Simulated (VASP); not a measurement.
Data:

```
ZrSi2
1.0
    0.00000     3.14152     3.14152
    3.14152     0.00000     3.14152
    3.14152     3.14152     0.00000
Zr Si
1 2
Direct
  0.00000   0.00000   0.00000
  0.25000   0.25000   0.25000
  0.75000   0.75000   0.75000
```

Method: r2SCAN meta-GGA, VASP's PBE PAW potentials (set 64) (plane waves; VASP 6.6.1). Numerical set-up: 400 eV cut-off, 10×10×10 Γ-centred mesh, tetrahedra with Blöchl corrections, potentials Zr_sv Si.

### Question
Give the energies of bands 6 to 13 at the high-symmetry points, in eV from the Fermi level.

### Answer

```tsv
band	Γ	X	U	L	W
6	-3.82	-7.36	-7.81	-7.95	-7.82
7	-3.82	-5.44	-4.92	-3.02	-4.45
8	-3.82	-2.64	-3.06	-3.02	-4.40
9	-3.61	-2.64	-2.48	-0.93	-1.32
10	0.37	-0.16	-0.94	-0.27	-1.32
11	0.37	-0.16	0.15	-0.27	-0.13
12	3.10	0.45	1.45	0.44	1.49
13	3.10	1.90	2.12	1.09	2.38
```

It has no gap at this level: it comes out as a metal or semimetal.

The structure was generated: ZrSi2 was put into the fluorite type (Fm-3m), which need not be its known phase. It was relaxed first, which changed the volume by -8 %.
